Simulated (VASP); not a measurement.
Data:

```yaml
crystal:
  lattice:
    - [4.74738, 0.00000, 0.00000]
    - [0.00000, 4.74738, 0.00000]
    - [0.00000, 0.00000, 3.15802]
  atoms:
    - { symbol: Zn, position: [0.00000, 0.00000, 0.00000] }
    - { symbol: Zn, position: [0.50000, 0.50000, 0.50000] }
    - { symbol: F, position: [0.30403, 0.30403, 0.00000] }
    - { symbol: F, position: [0.80403, 0.19597, 0.50000] }
    - { symbol: F, position: [0.19597, 0.80403, 0.50000] }
    - { symbol: F, position: [0.69597, 0.69597, 0.00000] }
```

Calculation: TPSS meta-GGA, VASP's PBE PAW potentials (set 64) (plane waves; VASP). Numerical set-up: 520 eV cut-off, 5×5×8 Γ-centred mesh, tetrahedra with Blöchl corrections, potentials Zn F.

Q: Estimate the energy per atom (σ→0), band gap (over mesh and band path) with the smallest direct gap where there is one.

A: 
```
Property                                               Result
---------------------------------------------  --------------
band gap (over mesh and band path)                    3.75 eV
smallest direct gap (over mesh and band path)         3.75 eV
energy per atom (σ→0)                          -8.326 eV/atom
```

The absolute energy has meaning only against runs of the same code, potentials and settings.

The compound is ZnF2 in the rutile structure. It was relaxed first.
